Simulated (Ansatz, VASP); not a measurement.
## Two plane-wave programs on Si2B2C

```
CELL_PARAMETERS angstrom
2.89837 0.00000 0.00000
-1.44918 2.51006 0.00000
0.00000 0.00000 6.61761
ATOMIC_POSITIONS crystal
Si 0.33333 0.66667 0.18567
Si 0.33333 0.66667 0.81433
B 0.66667 0.33333 0.50000
B 0.00000 0.00000 0.00000
C 0.33333 0.66667 0.50000
```

Alike in both runs: functional PBE; k mesh 6 × 6 × 4; occupations gaussian, width 0.1 eV; no spin polarisation.

Ansatz relaxed the structure, and its values are those at the end. VASP's run is a single point on that final structure, the one shown.

|  | VASP | Ansatz |
| --- | --- | --- |
| version | VASP 6.6.1 | Ansatz 0.2.0 |
| potentials or method | VASP PAW PBE potentials, release 64 (Si, B, C) | scalar-relativistic, plane waves, PAW |
| plane-wave cutoff (eV) | 520 | 420 |
| valence electrons in the cell | 18 | 18 |

```tsv
	VASP	Ansatz	Ansatz less VASP
gap on the k mesh at the Fermi level (eV)	none	none	-
pressure (GPa)	0.0	0.0	0.00
rms of the force components (eV/Å)	0.006	0.000	-0.0051
```

A gap of «none» marks a metal or a gap that the smearing closes. With one functional, cell and mesh, what is left measures potentials, basis and numerics.

Caveats: the k mesh is coarse (spacing up to 0.42 Å⁻¹), so the values aren't converged.
